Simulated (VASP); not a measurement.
Consider the following.

```yaml
crystal:
  lattice:
    - [1.96099, -3.50159, 0.00000]
    - [1.96099, 3.50159, 0.00000]
    - [0.00000, 0.00000, 5.12659]
  atoms:
    - { symbol: Se, position: [0.00000, 0.24832, 0.66667] }
    - { symbol: Se, position: [0.75168, 0.75168, 0.00000] }
    - { symbol: Se, position: [0.24832, 0.00000, 0.33333] }
```

The numbers are results of PBEsol GGA, VASP's PBE PAW potentials (set 64) (plane waves; VASP), not measurements. Settings: 480 eV cut-off, 6×6×4 Γ-centred mesh, Gaussian smearing of 0.050 eV, potentials Se.

Without a dispersion term in the relaxation, distances and binding between the weakly bound layers, chains or molecules are unreliable, and so is what depends on them.

Question: Estimate the energy per atom (σ→0), pressure, largest force.

Answer: 
| Quantity | Value |
|---|---|
| energy per atom (σ→0) | -3.847 eV/atom |
| pressure | 1.90 GPa |
| largest force | 0.01238 Ry/bohr |

The compound is Se in the trig structure. This cell was strained or had an atom moved on purpose.
